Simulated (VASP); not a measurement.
# MnFe4SiB2 with rev-vdW-DF2: from relaxation to properties, part 2 of 2

What structure does MnFe4SiB2 take at this level, and what are its properties? The start is a computed cell from the Materials Project.

VASP 6.6.1; rev-vdW-DF2, spin-polarised from a ferromagnetic start; plane waves and PAW (Mn_pv, Fe, Si, B).

Still holding for the runs below: The magnetic state follows from one typed start and may not be the lowest.

So far. Step 3 (Second relaxation): It ends with a largest force of 0.009 eV/Å and a pressure of -0.09 GPa. The volume moved by under 0.01 %: the run met its threshold at the first step. Step 4 (Single point with fields (rev-vdW-DF2)): In this run the pressure is -0.08 GPa, small enough to go on. The relaxed cell has a = 5.498, c = 10.172 Å (conventional setting).

### 5. Band structure (rev-vdW-DF2) (continued)

Spin down. The electronic bands at the labelled points (eV, zero at the Fermi level; # counts the bands kept):

```tsv
point	#36	#37	#38	#39	#40	#41	#42	#43
Γ	-0.60	-0.60	-0.13	-0.13	-0.03	0.01	0.32	0.32
0.55 of the way	-0.61	-0.26	-0.12	-0.06	0.08	0.16	0.28	0.31
X	-0.41	-0.25	-0.21	0.11	0.23	0.28	0.29	0.41
0.55 of the way	-0.54	-0.24	-0.09	-0.02	0.23	0.26	0.30	0.35
Y	-0.67	-0.30	-0.19	0.09	0.19	0.23	0.23	0.29
0.45 of the way	-0.80	-0.37	-0.24	0.02	0.07	0.15	0.20	0.29
S	-0.49	-0.48	-0.19	-0.09	-0.07	0.09	0.20	0.23
0.45 of the way	-0.48	-0.31	-0.31	-0.01	0.00	0.17	0.28	0.30
Γ	-0.60	-0.60	-0.13	-0.13	-0.03	0.01	0.32	0.32
0.55 of the way	-0.74	-0.74	-0.69	-0.42	-0.29	-0.29	0.26	0.26
Z	-0.84	-0.84	-0.45	-0.33	-0.27	-0.27	-0.17	0.03
0.45 of the way	-0.55	-0.47	-0.37	-0.37	-0.27	-0.23	-0.04	0.07
S1	-0.49	-0.48	-0.19	-0.09	-0.07	0.09	0.20	0.23
0.55 of the way	-0.52	-0.39	-0.19	-0.03	0.04	0.22	0.24	0.28
N	-0.58	-0.21	-0.21	0.02	0.02	0.26	0.26	0.33
0.55 of the way	-0.53	-0.20	-0.20	0.05	0.05	0.19	0.19	0.43
P	-0.31	-0.31	-0.31	0.06	0.06	0.17	0.17	0.55
0.45 of the way	-0.42	-0.29	-0.06	0.01	0.04	0.20	0.25	0.51
Y1	-0.67	-0.30	-0.19	0.09	0.19	0.23	0.23	0.29
0.55 of the way	-0.63	-0.43	-0.31	-0.23	-0.22	-0.14	0.09	0.16
Z	-0.84	-0.84	-0.45	-0.33	-0.27	-0.27	-0.17	0.03
jump to X	-0.41	-0.25	-0.21	0.11	0.23	0.28	0.29	0.41
0.45 of the way	-0.38	-0.23	-0.16	0.03	0.12	0.23	0.25	0.51
P	-0.31	-0.31	-0.31	0.06	0.06	0.17	0.17	0.55
```

Of the projections kept (Mn, Fe, Si, B), the largest for each band there; the rest of the weight can lie on other orbitals:

```tsv
point	#36	#37	#38	#39	#40	#41	#42	#43
Γ	Fe 0.96	Fe 0.96	Fe 0.97	Fe 0.97	Fe 0.99	Fe 1.00	Fe 0.96	Fe 0.96
X	Fe 0.99	Fe 0.67	Fe 0.99	Fe 0.93	Fe 1.00	Fe 0.94	Fe 0.90	Fe 0.53
Y	Fe 0.86	Fe 0.99	Fe 0.84	Fe 0.84	Fe 0.87	Fe 0.58	Fe 0.99	Fe 0.95
S	Fe 0.99	Fe 0.96	Fe 0.82	Fe 0.82	Fe 0.90	Fe 0.90	Fe 0.71	Fe 0.94
Γ	Fe 0.96	Fe 0.96	Fe 0.97	Fe 0.97	Fe 0.99	Fe 1.00	Fe 0.96	Fe 0.96
Z	Fe 0.62	Fe 0.62	Fe 0.98	Fe 1.00	Fe 0.92	Fe 0.92	Mn 0.65	Fe 0.91
```

There is no gap at this level.

Spin up: of the bands kept, 3 cross the Fermi level on this path. Spin down: of the bands kept, 4 cross the Fermi level on this path.

### 6. Total and projected DOS (rev-vdW-DF2)

Here the states are counted by energy and projected on the atoms. The mesh is finer than in the run before.

Input file INCAR:

```
SYSTEM = MnFe4SiB2
PREC = Accurate
ENCUT = 420
EDIFF = 1E-06
NELM = 100
ISMEAR = -5
SIGMA = 0.2
LREAL = .FALSE.
ALGO = Normal
GGA = MK
AGGAC = 0
LUSE_VDW = .TRUE.
PARAM1 = 0.1234
PARAM2 = 0.711357
ZAB_VDW = -1.8867
LASPH = .TRUE.
NBANDS = 108
ISPIN = 2
MAGMOM = 1.998 1.998 1.511 1.511 1.511 1.511 1.511 1.511 1.511 1.511 -0.073 -0.073 -0.103 -0.103 -0.103 -0.103
LMAXMIX = 4
LORBIT = 11
LWAVE = .FALSE.
LCHARG = .FALSE.
KPAR = 8
NEDOS = 2001
```

Input file POSCAR:

```
MnFe4SiB2
1.0
   -2.7489862493      2.7489862493      5.0858436328
    2.7489862493     -2.7489862493      5.0858436328
    2.7489862493      2.7489862493     -5.0858436328
Mn Fe Si B
2 8 2 4
Direct
    0.5000000000      0.5000000000      0.0000000000
    0.0000000000      0.0000000000      0.0000000000
    0.5318582523      0.0318582523      0.8357585666
    0.1960996857      0.6960996857      0.1642414334
    0.0318582523      0.1960996857      0.5000000000
    0.6960996857      0.5318582523      0.5000000000
    0.4681417477      0.9681417477      0.1642414334
    0.8039003143      0.3039003143      0.8357585666
    0.9681417477      0.8039003143      0.5000000000
    0.3039003143      0.4681417477      0.5000000000
    0.2500000000      0.2500000000      0.0000000000
    0.7500000000      0.7500000000      0.0000000000
    0.8798784748      0.3798784748      0.2597569497
    0.1201215252      0.6201215252      0.7402430503
    0.3798784748      0.1201215252      0.5000000000
    0.6201215252      0.8798784748      0.5000000000
```

Input file KPOINTS:

```
Automatic mesh
0
Gamma
9 9 9
0 0 0
```

The projector-augmented-wave data sets are Mn_pv, Fe, Si and B (PBE family, release 64).

On the command line:

```
$ mpirun -np 8 vasp_std
```

Run time: 9.8 min. Hardware: 8 MPI ranks of Intel Xeon 6975P-C (Granite Rapids), shared host; peak memory 15 GiB.

With tetrahedra the forces and stress of a metal are not exact derivatives of the energy.

This step gave:

* SCF cycles: 26
* irreducible k-points: 75
* free energy (TOTEN): -101.1681 eV
* Fermi energy: 8.362 eV
* pressure: -0.1583 GPa
* moment of the cell, from the last line of the log: 15.39 μB
* DOS at the Fermi level: 14.35 states/eV/cell

The density of states has structure finer than the step of the table below, so its rows give means over 0.5 eV, whole bins alone (the curve runs from -12.0 to 2.41 eV). Peaks (eV: height): total up -3.94: 14.3, -3.28: 18.4, -2.84: 13.5, -1.31: 20.6; total down -2.04: 15.1, 0.22: 13.9, 0.81: 14.1, 1.10: 13.5; Fe d up -3.94: 7.60, -3.28: 11.1, -2.84: 9.30, -1.31: 17.2; Fe d down -1.89: 9.81, 0.22: 12.0, 0.81: 9.89, 1.10: 8.42; Mn d up -3.21: 3.77, -1.31: 2.10, -1.02: 4.11, -0.51: 3.12.

States under -12.0 eV and over 2.4 eV are left out. The density of states by energy, zero at the Fermi level; means over each step; 7 of 19 lines; values in states/eV/cell:

```tsv
energy (eV)	total up	total down	Fe d up	Fe d down	Mn d up	Mn d down	B p up
-11.5	0.737	0.730	0.0134	0.0119	0.00183	0.00147	0.0129
-11.0	0.894	0.902	0.0301	0.0271	0.00313	0.00250	0.0253
-10.5	1.40	1.39	0.0879	0.0758	0.0123	0.00904	0.0596
-10.0	1.09	1.06	0.0867	0.0748	0.0238	0.0182	0.0477
-9.5	1.92	1.76	0.146	0.108	0.0295	0.0177	0.0458
-9.0	1.48	1.68	0.153	0.142	0.0395	0.0309	0.0312
-8.5	0.236	0.168	0.0272	0.0165	0.00660	0.00179	0.00995
-8.0	1.21	0.575	0.219	0.0672	0.0764	0.0192	0.0675
-7.5	2.62	2.75	0.542	0.464	0.144	0.115	0.128
-7.0	0.800	0.643	0.162	0.118	0.0345	0.0246	0.0980
-6.5	2.27	1.89	0.460	0.297	0.144	0.0620	0.254
-6.0	3.29	1.78	0.799	0.301	0.350	0.0918	0.405
-5.5	3.19	3.23	0.973	0.651	0.369	0.240	0.367
-5.0	3.88	2.41	1.43	0.624	0.555	0.177	0.367
-4.5	4.98	2.94	2.13	0.853	0.564	0.247	0.528
-4.0	10.4	4.76	5.38	1.57	0.797	0.428	0.919
-3.5	10.5	7.88	6.39	3.15	1.29	0.536	0.371
-3.0	12.9	7.20	8.33	3.54	1.95	0.367	0.189
-2.5	6.69	3.88	4.84	2.31	0.577	0.415	0.0958
-2.0	5.07	13.8	4.14	8.77	0.441	2.15	0.0609
-1.5	13.2	7.64	10.8	5.48	1.39	0.737	0.106
-1.0	13.5	3.55	9.91	2.92	2.82	0.182	0.0793
-0.5	7.82	5.62	5.04	4.80	2.06	0.297	0.0759
0.0	5.51	9.51	3.15	7.99	1.42	0.756	0.132
0.5	3.88	8.96	2.03	6.79	0.754	1.52	0.234
1.0	3.61	12.1	1.71	7.98	0.657	3.23	0.327
1.5	2.29	8.25	1.05	5.00	0.266	2.12	0.258
2.0	2.17	4.85	1.03	2.64	0.157	1.05	0.250
```

The finer mesh and the other smearing move the Fermi level by +0.00 eV from the 6×6×6 run, a small shift, which tests the Fermi level alone. Of the states within 0.3 eV of the Fermi level, the largest shares in the PAW spheres are Fe d 75 % and Mn d 14 %. The rest lies in smaller channels or between the spheres.

### 7. Summary of results

| Quantity | Value |
| --- | --- |
| relaxed volume | 9.608 Å³/atom |
| relaxed conventional cell a, b, c | 5.498, 5.498, 10.172 Å |
| space group after relaxing, within 0.02 Å | I4/mcm (No. 140) |
| moment of the cell (9×9×9 mesh) | 15.4 μB |
| largest site moment (9×9×9 mesh) | 2.00 μB on Mn1 |
| band gap | none, a metal |
| DOS at the Fermi level | 14.3 states/eV/cell |

In words: With rev-vdW-DF2, MnFe4SiB2 relaxes to 9.608 Å³/atom in space group I4/mcm, comes out as a metal and keeps moments of up to 2.00 μB (9×9×9 mesh). Band structure (rev-vdW-DF2), spin up: Of the bands kept, 3 cross the Fermi level on this path. Band structure (rev-vdW-DF2), spin down: Of the bands kept, 4 cross the Fermi level on this path. Only the typed magnetic starts were tried, so the magnetic ground state may differ and with it the other results. No search among competing phases was made, and a listed structure need not be the one stable at ambient conditions. All values are for a static lattice at zero temperature.

[Lines on the potential files, build, host, timing and source positions are cut from VASP's logs without a mark.]

[Logs are printed without paths, hosts, clocks, repeated set-up lines and the standing remarks that a program may print on its own settings, such as how far it seeks lower states.]

[Hosts, paths, dates, database ids (printed as entryN), source tags and the programs' standing remarks are cut or masked in the printed files.]

[A measured line is paired with the nearest computed mode of its activity, which favours agreement.]

[In band tables of VASP the shares of atoms and orbitals are scaled to a sum of 1 inside the atoms' spheres.]
